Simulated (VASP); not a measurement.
An input for Ansatz (written as the equivalent of a VASP run, and not itself run):

Ansatz 0.2 input:
```yaml
crystal:
  lattice:
    - [3.5397110, 0.0000000, 0.0000000]
    - [-1.7698550, 3.0654800, 0.0000000]
    - [0.0000000, 0.0000000, 3.4545830]
  atoms:
    - { symbol: Ta, position: [0.0000000, 0.0000000, 0.0000000] }
    - { symbol: As, position: [0.6666670, 0.3333330, 0.5000000] }
kpoints:
  mp_grid: { grid: [8, 8, 7] }
hamiltonian:
  xc: r2scan
  pseudopotentials: { kind: paw }
scf:
  occupations: { method: gaussian, width: 0.05 }
  max_iter: 100
relax:
  max_steps: 60
  f_tol: 0.01
  cell: {}
output: { forces: true, stress: true, eigenvalues: true }
```

Task: Translate this input to VASP (INCAR, KPOINTS, POSCAR, choice of POTCAR).

Result: Several could match; the one computed here: 
### POSCAR
```
TaAs
1
    3.5397110000     0.0000000000     0.0000000000
   -1.7698550000     3.0654800000     0.0000000000
    0.0000000000     0.0000000000     3.4545830000
Ta As
1 1
Direct
  0.0000000000   0.0000000000   0.0000000000
  0.6666670000   0.3333330000   0.5000000000
```

**INCAR**
```
! general
SYSTEM   =  TaAs
PREC     =  Accurate
ENCUT    =  400
LREAL    =  .FALSE.
LASPH    =  .TRUE.

! electronic loop
EDIFF    =  1E-6
NELM     =  100
ALGO     =  Normal
LMAXMIX  =  6
LMIXTAU  =  .TRUE.

! smearing
ISMEAR   =  0
SIGMA    =  0.05

! functional
METAGGA  =  R2SCAN

! ions
IBRION   =  2
NSW      =  60
ISIF     =  3
EDIFFG   =  -0.01

! output
LWAVE    =  .FALSE.
LCHARG   =  .FALSE.
```

### KPOINTS
```
Automatic
0
G
 8 8 7
0 0 0
```

POTCAR, in this order: Ta_pv As (PBE.64 set). Program: vasp_std.

What does not carry over: each code has its own PAW files, so the cut-off isn't converted (ENCUT is set for VASP's; basis.ecutwfc is left out, and Ansatz then takes the one that its files recommend); Ansatz stops its SCF on the density residual and VASP on the energy change (EDIFF).

The structure was generated: TaAs was put into the WC type (P-6m2), which need not be its known phase. This run relaxes it. Symmetry was kept, so distortions that lower it aren't found.
